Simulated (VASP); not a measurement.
VASP input:

KPOINTS:
```
Automatic mesh
0
gamma
10 10 9
0 0 0
```

### POSCAR
```
WC
1
    2.9165900000     0.0000000000     0.0000000000
   -1.4582950000     2.5258410000     0.0000000000
    0.0000000000     0.0000000000     2.8394400000
W C
1 1
Direct
 -0.0056690000  -0.0046750000   0.0046430000
  0.6723360000   0.3380080000   0.4953570000
```

### INCAR
```
! general
SYSTEM =WC
PREC   =Accurate
ENCUT  =400
LREAL  =.FALSE.
LASPH  =.TRUE.

! electronic loop
EDIFF  =1E-6
NELM   =100
ALGO   =Normal
LMAXMIX=6

! smearing
ISMEAR =-1
SIGMA  =0.01

! functional
GGA    =PE

! ions
ISIF   =2

! output
LWAVE  =.FALSE.
LCHARG =.FALSE.
```

POTCAR, in this order: W_sv C (PBE.64 set). Program: vasp_std.

Write an equivalent input for Ansatz.

One equivalent input (not run):
Ansatz 0.2 input:
```yaml
crystal:
  lattice:
    - [2.9165900, 0.0000000, 0.0000000]
    - [-1.4582950, 2.5258410, 0.0000000]
    - [0.0000000, 0.0000000, 2.8394400]
  atoms:
    - { symbol: W, position: [-0.0056690, -0.0046750, 0.0046430] }
    - { symbol: C, position: [0.6723360, 0.3380080, 0.4953570] }
kpoints:
  mp_grid: { grid: [10, 10, 9] }
hamiltonian:
  xc: pbe
  pseudopotentials: { kind: paw }
scf:
  occupations: { method: fermi_dirac, width: 0.01 }
  max_iter: 100
output: { forces: true, stress: true, eigenvalues: true }
```
The two are equivalent in intent, not identical: each code has its own PAW files, so the cut-off isn't converted (ENCUT is set for VASP's; basis.ecutwfc is left out, and Ansatz then takes the one that its files recommend); Ansatz stops its SCF on the density residual and VASP on the energy change (EDIFF).

The structure comes from a computed database's WC entry; how it stands against other phases isn't given here. The cell was not relaxed at this level, atoms are displaced from their ideal sites. The run is one of a series of settings (SIGMA = 0.01 against the base run), some of them coarse on purpose.
